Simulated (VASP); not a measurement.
```xyz
2
Lattice="0.0000 1.9510 1.9510 1.9510 0.0000 1.9510 1.9510 1.9510 0.0000" Properties=species:S:1:pos:R:3 pbc="T T T"
Li     0.0000     0.0000     0.0000
H      1.9510     1.9510     1.9510
```

The numbers are results of LDA (Ceperley-Alder, Perdew-Zunger), VASP's LDA PAW potentials (set 64) (plane waves; VASP), not measurements. Run with 520 eV cut-off, 15×15×15 Γ-centred mesh, Gaussian smearing of 0.010 eV, potentials Li_sv H.

Question: What does the run give for the energy per atom (σ→0)?

Answer: 
The energy per atom (σ→0) is -3.248 eV/atom.

Only differences to runs with the same potentials and settings are physical.

The compound is LiH in the rock salt structure. It was relaxed first, which changed the volume by -13 %.
